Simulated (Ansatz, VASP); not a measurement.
# AlSi26C27 (Al_Si): VASP beside Ansatz

One calculation is typed for both programs; each brings its own data sets. How far apart do they land? The cell is taken from a series of runs on this material, whose earlier steps may have relaxed, scaled, displaced or heated it; both programs get it as it stands.

Main program and level: Ansatz 0.2.0; plane waves, with VASP 6.6.1 beside it; single point at r2SCAN.

### Step 1. Set-up

The cell holds 54 atoms: 26 Si, 27 C and 1 Al. Its edges and angles: a = 9.242 Å, b = 9.242 Å, c = 9.242 Å, α = 60.0°, β = 60.0°, γ = 60.0°. It derives from SiC (SiC (F-43m)). Nearest the centre at fractional (0.333, 0.667, 0.667): Al54 at 0.01 Å, C44 at 1.96 Å, C43 at 1.97 Å, C35 at 1.98 Å, C41 at 1.98 Å, Si26 at 3.07 Å, Si12 at 3.07 Å, Si25 at 3.08 Å.

As a file:

```
Si C Al
1.0
     0.00000    6.53489    6.53489
     6.53489    0.00000    6.53489
     6.53489    6.53489    0.00000
Si C Al
26 27 1
Direct
  0.99997 0.99956 0.00007
  0.99998 0.99951 0.33376
  0.00020 0.99939 0.66696
  0.99990 0.33339 0.00000
  0.99971 0.33318 0.33357
  0.99970 0.33316 0.66698
  0.99958 0.66690 0.99987
  0.99963 0.66664 0.33358
  0.99897 0.66709 0.66737
  0.33351 0.99961 0.00004
  0.33373 0.99902 0.33341
  0.33424 0.99821 0.66790
  0.33335 0.33313 0.99992
  0.33316 0.33308 0.33359
  0.33361 0.33242 0.66736
  0.33410 0.66757 0.99878
  0.33380 0.66725 0.33271
  0.66646 0.99993 0.00029
  0.66620 0.99962 0.33377
  0.66627 0.99973 0.66707
  0.66614 0.33341 0.00007
  0.66608 0.33342 0.33374
  0.66598 0.33369 0.66690
  0.66614 0.66700 0.00003
  0.66557 0.66722 0.33335
  0.66477 0.66770 0.66787
  0.08303 0.08310 0.08351
  0.08306 0.08307 0.41688
  0.08319 0.08293 0.75015
  0.08287 0.41636 0.08376
  0.08293 0.41637 0.41690
  0.08288 0.41633 0.75023
  0.08307 0.74963 0.08353
  0.08293 0.74969 0.41687
  0.07080 0.75312 0.75436
  0.41637 0.08290 0.08366
  0.41628 0.08286 0.41707
  0.41616 0.08288 0.75004
  0.41623 0.41651 0.08355
  0.41630 0.41635 0.41683
  0.41983 0.40403 0.75438
  0.41603 0.74947 0.08360
  0.41972 0.75301 0.40581
  0.41939 0.75275 0.75371
  0.74978 0.08317 0.08356
  0.74973 0.08313 0.41679
  0.74952 0.08298 0.75034
  0.74966 0.41648 0.08351
  0.74965 0.41650 0.41684
  0.74950 0.41663 0.75015
  0.74945 0.74979 0.08369
  0.74943 0.74967 0.41706
  0.74943 0.74959 0.75003
  0.33370 0.66745 0.66673
```

### Step 2. Ansatz: single point, r2SCAN

Ansatz runs on its PAW soft_1 files.

A single point gives forces, pressure and levels at one fixed geometry, so differences don't come from the geometry; what else differs is listed under the comparison.

Contents of input.yaml:

```yaml
crystal:
  checkpoint: "../q0_M1.relax.run"
  host: checkpoint
basis:
  ecutwfc: 500
  xc_grid: 2
hamiltonian:
  xc: r2scan
  pseudopotentials: { kind: paw, azcp: { folder: soft_1 } }
kpoints:
  mp_grid: { grid: [2, 2, 2], shift: [0.5, 0.5, 0.5] }
magnetization:
  spin_polarized: true
  initial_magnetization: 1
  spin_locking: { lock_magnetization: hard }
scf:
  occupations: { method: fixed }
  max_iter: 100
output:
  forces: true
  eigenvalues: true
  charged_corrections:
    epsilon: 7.06
    static_epsilon: 10.43
    defect_position: [0.333333, 0.666667, 0.666667]
  eigenstates: { localisation: true }
  populations: true
  efg: {}
  band_densities: [{ bands: [v1, v1] }, { bands: [c1, c1] }]
  write_density: true
  write_potential: true
  volumetric_format: npy
checkpoint:
  read: "../q0_M1.relax.run"
  write: "../q0_M1.point.run"
  compress: false
  write_wavefunctions: false
  write_every: 100000
```

Started as:

```console
$ ansatz run input.yaml --threads 4 --pin off --max-ram 7536MiB --backend cpu --events-out ev --progress --plain --runs-dir out
```

Numbers of over 12 decimals in the logs are rounded to 6 here.

Log:

```text
Warning: This run holds its total moment fixed (magnetization.spin_locking.lock_magnetization: hard) and mixes its density by anderson or broyden (scf.mixing.algorithm, typed or taken by auto). Slabs with a fixed moment have converged under broyden above another state at the same moment, at the default mixing steps and at smaller ones, and under scf.lower_state_search: standard, light or off a state that such a mixer [...]
crystal.checkpoint: the structure is that of <dir>, a `relax` run, at its step 6: its result, under r2scan at a charge of 0 e; 54 atoms read, 0 with a starting moment; crystal.structure_sha256 for this input is
Engine: ansatz 0.2.0, x86_64-unknown-linux-gnu
Pseudopotentials: kind: paw
Pseudopotential: Si, paw, valence charge 4, recommended cutoff 500 eV (meta_gga), soft_1/Si.paw.azcp
Pseudopotential: C, paw, valence charge 4, recommended cutoff 500 eV (meta_gga), soft_1/C.paw.azcp
Pseudopotential: Al, paw, valence charge 3, recommended cutoff 500 eV (meta_gga), soft_1/Al.paw.azcp
Functional definition: r2SCAN
  parameter k0 = 0.174
  parameter k1 = 0.065
  parameter a1 = 4.9479
  exchange = r2scan_x(k0 = k0, k1 = k1, a1 = a1)
  correlation = r2scan_c
Crystal: 54 atoms, lattice volume = 558.142 Å³
Basis set: ecut = 500 eV, 14163 PW (Γ), exchange–correlation on 144×144×144 points (8 copies of the dense FFT grid, shifted against one another)
Bands: 162, of which v1, the nominal top of the filled ones, is band 108 counted from 1 (107 counted from 0)
Symmetry: 1 space group operations
Space group: P1 (ITA 1), of the structure as read, at distance tolerance 8.2e-5 Å
Magnetic group: BNS 1.1 (UNI 1), of the structure as read, at distance tolerance 8.2e-5 Å
k-points: 4 of 8 (time reversal used)
Non-local potential: Si, projectors of the file, l = 0: 2, l = 1: 2, l = 2: 1
Non-local potential: C, projectors of the file, l = 0: 2, l = 1: 2, l = 2: 1
Non-local potential: Al, projectors of the file, l = 0: 2, l = 1: 2, l = 2: 1
PAW form: soft (Blöchl's): semilocal exchange-correlation on the pseudo side does not see the compensation charge
PAW frozen core: Si, regenerated for the run's functional (the file was generated under x = pbe(κ = 0.804, μ = 0.219515), c = pbe(β = 0.066725))
PAW frozen core: C, regenerated for the run's functional (the file was generated under x = pbe(κ = 0.804, μ = 0.219515), c = pbe(β = 0.066725))
PAW frozen core: Al, regenerated for the run's functional (the file was generated under x = pbe(κ = 0.804, μ = 0.219515), c = pbe(β = 0.066725))
PAW one-centre angular grid: Si, 302 points (default); XC on 160 Gauss nodes
PAW one-centre angular grid: C, 302 points (default); XC on 219 of its mesh's 2255 points in the sphere
PAW one-centre angular grid: Al, 302 points (default); XC on 160 Gauss nodes
Initial density: read from a saved state, or passed on in memory by an earlier SCF of this step, an earlier step, the calling program or the single point that the run made first
Stability of the state it starts from, as read at its close in the collinear treatment: not read, because the mixer in use, unlike msr1, does not test its closes by its own steps (another_mixer); its run was given moments
Starting moments: Σ|m| = 1 μB on 54 of 54 sites; this step starts from the density that it was given
Initial wavefunctions: those read from a saved state, or passed on in memory by an earlier step or the calling program
Functional: x = r2scan, c = r2scan; τ floored in thin density (d = 2e-4 eV/Å³)
SCF iter   1: F=—  HF=-23965.431309 eV  |F-HF|=—  |Δ(HF+E_count)|=         —  Δρ=3.14e-7 (↑2.48e-7 ↓3.14e-7)  dr2=2.05e-9  dr2_τ=6.03e-12  dr2_m=1.61e-11  M=1.000 μB ∫|m|=1.150 μB  β_m=1.20  ethr=3.00e-12  ⟨swp⟩=3.5  Hψ=3050  notcnv=0
preconditioner: auto → Resta (q_TF=auto, 2.327 Å⁻¹)  ε∞=4.3  [insulator: Δε(μ)=0.048 eV  Ē_g=12.761 eV  n_scr=112 (ndim 8)  ℏωp=23.0 eV  f_vac=0.000  ε∞_Penn≈4.3]
spin=Collinear: Resta preconditioning applied to the charge; magnetization (m = ρ↑ − ρ↓) channel mixes plain (no charge-response kernel on spin).
SCF iter   2: F=-23965.431309 eV  HF=-23965.431309 eV  |F-HF|=1.31e-10  |Δ(HF+E_count)|=  1.53e-10  Δρ=2.06e-7 (↑2.01e-7 ↓2.06e-7)  dr2=9.48e-10  dr2_τ=3.42e-12  dr2_m=6.01e-13  M=1.000 μB ∫|m|=1.150 μB  ethr=1.00e-12  ⟨swp⟩=6.1  Hψ=5370  notcnv=0
SCF 1 converged in 2 iterations: F = -23965.431309 eV  dr2 = 9.48e-10
[...]
electrostatic potential = -418.446904 V   contact ρ = 865.503673 e/Å³   contact ρ_s (e/Å³): all electrons +0.007147, valence +0.020961
  atom  53  Si V_zz =    -0.867028   η = 0.7832   by run symmetry: allowed
            electrostatic potential = -1361.573903 V   contact ρ = 12850.724677 e/Å³   contact ρ_s (e/Å³): all electrons -0.054629, valence -0.052348
  atom  54  C  V_zz =    -0.460256   η = 0.3019   by run symmetry: allowed
            electrostatic potential = -418.523454 V   contact ρ = 865.586947 e/Å³   contact ρ_s (e/Å³): all electrons +0.024577, valence +0.058298
--- Band table (eV; the first three rows and the last of 8) ---
  k-point 0 ↑: bands = [... 104 lower, 8.7834, 8.7999, 9.2535, 9.2686, 12.2098, 12.2108, 12.2140, 12.9641, ... 50 higher]
  k-point 1 ↑: bands = [... 104 lower, 8.6480, 8.7071, 8.9919, 9.1390, 11.5634, 12.7990, 12.8180, 13.3724, ... 50 higher]
  k-point 2 ↑: bands = [... 104 lower, 8.6445, 8.7158, 8.9885, 9.1542, 11.5602, 12.8001, 12.8193, 13.3723, ... 50 higher]
  k-point 3 ↓: bands = [... 104 lower, 8.7106, 8.8257, 9.0408, 9.2988, 11.5710, 12.8186, 12.8345, 13.3887, ... 50 higher]
--- Löwdin populations: 54 sites ---
  site symbol       q [e]    m [muB]
     0     Si      2.9489    -0.0025
     1      C      4.9627     0.0212
     2     Si      2.9488    -0.0028
     3      C      4.9648     0.0183
     4     Si      2.9431    -0.0067
     5      C      4.9639     0.0204
     6     Si      2.9487    -0.0033
     7      C      4.9640     0.0211
     8     Si      2.9465    -0.0022
     9      C      4.9654     0.0159
    10     Si      2.9478    -0.0023
    11      C      4.9631     0.0231
    12     Si      2.9418    -0.0073
    13      C      4.9647     0.0187
    14     Si      2.9480    -0.0019
    15      C      4.9647     0.0185
    16     Si      2.9412    -0.0085
    17      C      5.0069     0.1380
    18     Si      2.9470    -0.0067
    19      C      4.9521     0.0649
    20     Si      2.9419    -0.0049
    21      C      4.9645     0.0185
    22     Si      2.9399    -0.0026
    23      C      4.9594     0.0460
[...]
46     Si      2.9430    -0.0072
    47      C      4.9639     0.0205
    48     Si      2.9470    -0.0065
    49      C      4.9531     0.0621
    50     Si      2.9415    -0.0050
    51      C      4.9647     0.0183
    52     Si      2.9397    -0.0027
    53      C      4.9597     0.0447
  spilling = 0.009968 (of n_electrons = 215.000000)
--- Band densities, each state counted as filled ---
  window                                       electrons  max residual (eV)  cut levels
  bands: [v1, v1]                    1.000000 + 1.000000             4.6e-6           0
  bands: [c1, c1]                    1.000000 + 1.000000             1.5e-5           0
```

### Step 3. VASP: single point, r2SCAN

The same cell, functional and mesh now go to VASP, with its own data sets.

Lines of VASP's logs that name or quote its potential files are left out, and so is its time.

Contents of INCAR:

```
SYSTEM = AlSi26C27
PREC = Accurate
ENCUT = 580
EDIFF = 1E-06
NELM = 200
ISMEAR = 0
SIGMA = 0.01
LREAL = Auto
ALGO = Normal
METAGGA = R2SCAN
LASPH = .TRUE.
NBANDS = 152
ISPIN = 2
MAGMOM = 0 0 0 0 0 0 0 0 0 -0 0 0 0 0 0 0 0 -0 0 -0 0 0 0 -0 0 0 0.01 0.01 0.01 0.01 0.01 0.01 0.01 0.01 0.08 0.04 0.01 0.03 0.01 0.01 0.09 0.02 0.06 0.02 0.01 0.01 0.05 0.01 0.01 0.01 0.04 0.01 0.03 0.01
LORBIT = 11
LWAVE = .FALSE.
LCHARG = .FALSE.
ISIF = 2
ISYM = 0
NUPDOWN = 1
GGA_COMPAT = .FALSE.
LMIXTAU = .TRUE.
KPAR = 4
```

Contents of POSCAR:

```
AlSi26C27
1.0
    0.0000000000      6.5348887282      6.5348887282
    6.5348887282      0.0000000000      6.5348887282
    6.5348887282      6.5348887282      0.0000000000
Si C Al
26 27 1
Direct
    0.9999717060      0.9995574457      0.0000686722
    0.9999822899      0.9995124613      0.3337640324
    0.0001999988      0.9993931019      0.6669634106
    0.9998970401      0.3333883120      0.0000014816
    0.9997078315      0.3331780176      0.3335743010
    0.9997019301      0.3331628893      0.6669796308
    0.9995797783      0.6668987565      0.9998657105
    0.9996265076      0.6666389109      0.3335798017
    0.9989701998      0.6670919475      0.6673722389
    0.3335100722      0.9996083062      0.0000367186
    0.3337287043      0.9990166766      0.3334124099
    0.3342410922      0.9982064507      0.6679040832
    0.3333525564      0.3331339778      0.9999249448
    0.3331635992      0.3330792495      0.3335911273
    0.3336129072      0.3324247193      0.6673576598
    0.3341045701      0.6675728519      0.9987768589
    0.3338023818      0.6672546390      0.3327072736
    0.6664570774      0.9999253803      0.0002871544
    0.6662040028      0.9996191939      0.3337650941
    0.6662670332      0.9997321246      0.6670734633
    0.6661372292      0.3334095154      0.0000706279
    0.6660845638      0.3334178635      0.3337442316
    0.6659826715      0.3336888403      0.6669021218
    0.6661430348      0.6670012083      0.0000304464
    0.6655706034      0.6672228771      0.3333514018
    0.6647675968      0.6676973958      0.6678659855
    0.0830314301      0.0830969520      0.0835092540
    0.0830583198      0.0830722965      0.4168833903
    0.0831891053      0.0829301732      0.7501504177
    0.0828711202      0.4163610026      0.0837603005
    0.0829293504      0.4163729486      0.4168959288
    0.0828774547      0.4163255161      0.7502335909
    0.0830703034      0.7496319288      0.0835265254
    0.0829305168      0.7496949767      0.4168734401
    0.0708019563      0.7531249794      0.7543581165
    0.4163678380      0.0828963000      0.0836562253
    0.4162769035      0.0828596854      0.4170652485
    0.4161648118      0.0828777905      0.7500418224
    0.4162254959      0.4165097444      0.0835465214
    0.4162989918      0.4163520936      0.4168323462
    0.4198347173      0.4040303479      0.7543810693
    0.4160332916      0.7494741232      0.0835965653
    0.4197160168      0.7530099126      0.4058094735
    0.4193894455      0.7527468092      0.7537128149
    0.7497795913      0.0831744501      0.0835608139
    0.7497304451      0.0831258505      0.4167867440
    0.7495233572      0.0829817457      0.7503369589
    0.7496580828      0.4164846819      0.0835058895
    0.7496513410      0.4165042818      0.4168377824
    0.7495002423      0.4166287892      0.7501476138
    0.7494529272      0.7497906200      0.0836852000
    0.7494294945      0.7496729523      0.4170590252
    0.7494307567      0.7495870169      0.7500281989
    0.3336974192      0.6674508040      0.6667339676
```

Contents of KPOINTS:

```
Points of the shifted mesh
8
Reciprocal
 0.2500000000  0.2500000000  0.2500000000 1
 0.2500000000  0.2500000000  0.7500000000 1
 0.2500000000  0.7500000000  0.2500000000 1
 0.2500000000  0.7500000000  0.7500000000 1
 0.7500000000  0.2500000000  0.2500000000 1
 0.7500000000  0.2500000000  0.7500000000 1
 0.7500000000  0.7500000000  0.2500000000 1
 0.7500000000  0.7500000000  0.7500000000 1
```

The projector-augmented-wave data sets are Si, C and Al (PBE family, release 64).

Started as:

```console
$ mpirun -np 8 vasp_std
```

Log:

```text
[banner, memory and clock lines left out]
running    8 mpi-ranks, on    1 nodes
[...]
|                                                                             |
|           W    W    AA    RRRRR   N    N  II  N    N   GGGG   !!!           |
|           W    W   A  A   R    R  NN   N  II  NN   N  G    G  !!!           |
|           W    W  A    A  R    R  N N  N  II  N N  N  G       !!!           |
|           W WW W  AAAAAA  RRRRR   N  N N  II  N  N N  G  GGG   !            |
|           WW  WW  A    A  R   R   N   NN  II  N   NN  G    G                |
|           W    W  A    A  R    R  N    N  II  N    N   GGGG   !!!           |
|                                                                             |
|     For optimal performance we recommend to set                             |
|       NCORE = 2 up to number-of-cores-per-socket                            |
|     NCORE specifies how many cores store one orbital (NPAR=cpu/NCORE).      |
|     This setting can greatly improve the performance of VASP for DFT.       |
[...]
|                                                                             |
|     You enforced a specific xc type in the INCAR file but a different       |
|     [... a line on the potential file left out ...]
|     I HOPE YOU KNOW WHAT YOU ARE DOING!                                     |
|                                                                             |

 LDA part: xc-table for (None), standard interpolation
 POSCAR, INCAR and KPOINTS ok, starting setup
[...]
entering main loop
       N       E                     dE             d eps       ncg     rms          rms(c)
DAV:   1     0.567633421328E+03    0.56763E+03   -0.10748E+05  4864   0.144E+03
DAV:   2    -0.522483845747E+03   -0.10901E+04   -0.10304E+04  5968   0.246E+02
DAV:   3    -0.596969802149E+03   -0.74486E+02   -0.73595E+02  5984   0.592E+01
DAV:   4    -0.598477491304E+03   -0.15077E+01   -0.15026E+01  5952   0.928E+00
[...]
DAV:  22    -0.518051878933E+03   -0.58152E-04   -0.34512E-05  5808   0.150E-02    0.480E-02
DAV:  23    -0.518051903802E+03   -0.24869E-04   -0.17315E-05  5888   0.106E-02    0.547E-02
DAV:  24    -0.518051902820E+03    0.98214E-06   -0.25142E-06  3792   0.379E-03
   1 F= -.51805190E+03 E0= -.51805128E+03  d E =-.124731E-02  mag=     1.0000
```

Parts of OUTCAR (step 3):

```text
  FREE ENERGIE OF THE ION-ELECTRON SYSTEM (eV)
  ---------------------------------------------------
  free  energy   TOTEN  =      -518.0519028198 eV

  energy  without entropy=     -518.0506555057  energy(sigma->0) =     -518.05127916

 magnetization (x)
# of ion       s       p       d       tot
------------------------------------------
    1       -0.001  -0.000   0.000  -0.001
    2       -0.001  -0.001   0.000  -0.001
    3       -0.002   0.002   0.000   0.001
    4       -0.001  -0.001   0.000  -0.001
    5       -0.001  -0.000   0.000  -0.001
    6       -0.001   0.000   0.000  -0.000
    7       -0.001   0.000   0.000  -0.001
    8       -0.001   0.000   0.000  -0.000
    9       -0.001  -0.001   0.000  -0.003
   10       -0.001  -0.002   0.000  -0.003
   11       -0.001   0.002   0.000   0.001
   12       -0.001   0.001   0.000   0.001
   13       -0.002   0.001   0.000  -0.001
[...]
--------------------------------------------------
tot          0.008   0.590   0.000   0.598
```

The run ends at a pressure of 1.06 GPa, with forces up to 0.084 eV/Å.

### Step 4. Differences

Known differences besides the potentials themselves: VASP starts from the moments at which Ansatz ended; VASP keeps PBE cores, Ansatz makes them for the functional; fixed occupations in Ansatz, narrow Gaussian smearing in VASP; the cutoff is 500 eV in Ansatz and 580 eV in VASP (PREC = Accurate, projectors in real space); site moments are counted in spheres of each program's own size. Total energies have different zeros and are not compared.

The two programs side by side:

```
                             quantity  Ansatz  VASP  difference
total moment, fixed by the input (μB)    1.00  1.00        0.00
                   moment on C41 (μB)    0.09  0.08        0.00
                   moment on C35 (μB)    0.08  0.07       +0.01
                   moment on C43 (μB)    0.06  0.06        0.00
                   moment on C47 (μB)    0.05  0.05        0.00
```

At this near-relaxed geometry the largest component of a force difference is 57 meV/Å. VASP's last cycles still show a density residual of 5e-03, so its state may not be settled.

### Step 5. What came out

| Property | Result |
| --- | --- |
| r.m.s. force difference (single point, r2SCAN) | 17 meV/Å |

The r.m.s. force difference is 17 meV/Å (single point, r2SCAN), beyond the 12 meV/Å picked in this series as the mark of a large difference. What causes the difference of the single point, r2SCAN pair stays open here. Such differences can come from data sets, numerical settings and the points named under the comparisons, not from the functional's error against experiment.

[Lines on the potential files, build, host, timing and source positions are cut from VASP's logs without a mark.]

[Logs are printed without paths, hosts, clocks, repeated set-up lines and the standing remarks that a program may print on its own settings, such as how far it seeks lower states.]

[Hosts, paths, dates, database ids (printed as entryN), source tags and the programs' standing remarks are cut or masked in the printed files.]
